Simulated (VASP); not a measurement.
A VASP calculation is set up with these files.

INCAR:
```
! general
SYSTEM  = SrCl2
PREC    = Accurate
ENCUT   = 500
LREAL   = .FALSE.
LASPH   = .TRUE.

! electronic loop
EDIFF   = 1E-6
NELM    = 100
ALGO    = Normal
LMAXMIX = 4

! smearing
ISMEAR  = 0
SIGMA   = 0.05

! ions
IBRION  = 2
NSW     = 40
ISIF    = 3
EDIFFG  = -0.02
PSTRESS = 450

! output
LWAVE   = .FALSE.
LCHARG  = .FALSE.
```

File KPOINTS:
```
Regular mesh
0
G
7 7 7
0 0 0
```

**POSCAR**
```
SrCl2
1.0
  0.0000000000   2.9703586853   2.9703586853
  2.9703586853   0.0000000000   2.9703586853
  2.9703586853   2.9703586853   0.0000000000
Sr Cl
1 2
Cartesian
  5.9407173706   2.9703586853   2.9703586853
  1.4851793426   1.4851793426   1.4851793426
  4.4555380280   4.4555380280   4.4555380280
```

POTCAR, in this order: Sr_sv Cl (LDA.64 set). Program: vasp_std.

Task: Write an equivalent input for Ansatz.

Result: One equivalent input (not run):
Ansatz 0.2 input:
```yaml
crystal:
  lattice:
    - [0.0000000, 2.9703587, 2.9703587]
    - [2.9703587, 0.0000000, 2.9703587]
    - [2.9703587, 2.9703587, 0.0000000]
  atoms:
    - { symbol: Sr, position: [0.0000000, 1.0000000, 1.0000000] }
    - { symbol: Cl, position: [0.2500000, 0.2500000, 0.2500000] }
    - { symbol: Cl, position: [0.7500000, 0.7500000, 0.7500000] }
kpoints:
  mp_grid: { grid: [7, 7, 7] }
hamiltonian:
  xc: lda
  pseudopotentials: { kind: paw }
scf:
  occupations: { method: gaussian, width: 0.05 }
  max_iter: 100
relax:
  max_steps: 40
  f_tol: 0.02
  cell: { p_target: 45 }
output: { forces: true, stress: true, eigenvalues: true }
```
Limits of the translation: each code has its own PAW files, so the cut-off isn't converted (ENCUT is set for VASP's; basis.ecutwfc is left out, and Ansatz then takes the one that its files recommend); Ansatz stops its SCF on the density residual and VASP on the energy change (EDIFF); Ansatz's lda is the Perdew-Wang form, while the LDA potentials of VASP carry Perdew-Zunger's.

The compound is SrCl2 in the fluorite structure. This run relaxes it under an external pressure of 45 GPa. Symmetry was kept, so distortions that lower it aren't found.
